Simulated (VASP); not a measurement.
Given:

```
LiTc3
1.0
    3.75887     0.00000     0.00000
    0.00000     3.75887     0.00000
    0.00000     0.00000     3.75887
Tc Li
3 1
Direct
  0.00000   0.50000   0.50000
  0.50000   0.50000   0.00000
  0.50000   0.00000   0.50000
  0.00000   0.00000   0.00000
```

The numbers are results of PBE GGA, VASP's PBE PAW potentials (set 64) (plane waves; VASP), not measurements. Settings: 400 eV cut-off, 7×7×7 Γ-centred mesh, Gaussian smearing of 0.10 eV, potentials Tc_pv Li_sv.

At this cut-off the stress carries a Pulay error, which pulls relaxed volumes low.

### Question
What does the run give for the energy per atom (σ→0), pressure, band gap (on the k-mesh) with the smallest direct gap where there is one?

### Answer

| Quantity | Value |
|---|---|
| band gap (on the k-mesh) | none (metal, semimetal or under 0.01 eV) |
| energy per atom (σ→0) | -7.874 eV/atom |
| pressure | 3.91 GPa |

Total energies compare only between runs with the same potentials, cut-off and functional.

The structure was generated: LiTc3 was put into an ordered model structure, which need not be its known phase. The cell was not relaxed at this level.
